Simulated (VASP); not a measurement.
Al: relaxation of cell and atoms with rev-vdW-DF2

Al:

```
Al
1.0
     0.00000    2.02481    2.02481
     2.02481    0.00000    2.02481
     2.02481    2.02481    0.00000
Al
1
Direct
  0.00000 0.00000 0.00000
```

```json
{
 "Program": "VASP 6.6.1",
 "Task": "relaxation of cell and atoms",
 "Functional": "rev-vdW-DF2",
 "Potentials or basis": "VASP PAW PBE potentials, release 64 (Al)",
 "Cutoff": "600 eV",
 "k mesh": "16 × 16 × 16",
 "Occupations": "methfessel-paxton, width 0.1 eV",
 "Spin": "no spin polarisation",
 "Further INCAR settings": "ALGO = Normal; EDIFF = 1e-06; IBRION = 2; EDIFFG = -0.01; NSW = 90; ISIF = 3"
}
```

| Quantity | Value |
| --- | --- |
| Relaxed volume | 16.42 Å³/atom |
| Relaxed cell | a = 2.853 Å, b = 2.853 Å, c = 2.853 Å, α = 60.00°, β = 60.00°, γ = 60.00° |
| Space group after relaxing (to 0.05 Å) | Fm-3m (No. 225) |
| Energy gained by relaxing | 0.4 meV/atom |
| Ionic steps | 2 |
| Pressure after relaxing | 0.1 GPa |
| Band gap on the k mesh | none (metal or under the smearing width) |

Step by step:
```tsv
step	energy change (eV)	largest force (eV/Å)	pressure (GPa)	volume (Å³)
1	0.0000	0.0000	-0.73	16.60
2	-0.0004	0.0000	0.10	16.42
```

Final structure:
```yaml
crystal:
  lattice:
    - [0.00000, 2.01740, 2.01740]
    - [2.01740, 0.00000, 2.01740]
    - [2.01740, 2.01740, 0.00000]
  atoms:
    - { symbol: Al, position: [0.00000, 0.00000, 0.00000] }
```

Levels at points of the mesh, in eV from the Fermi level:
```tsv
k point	band 1	band 2	band 3	band 4	band 5
(0.00, 0.00, 0.00)	-11.19	12.59	12.59	12.59	14.07
(0.50, 0.00, 0.00)	-4.62	-4.43	11.36	11.36	11.45
(0.50, 0.50, 0.00)	-2.97	-1.62	5.23	5.55	5.55
```

Run time: 18 s on 1 thread of Intel(R) Xeon(R) 6975P-C (Granite Rapids), on a shared host, peak memory 0.27 GiB.

Caveat: the PAW data sets were made with another functional, which shifts forces and pressure a little.
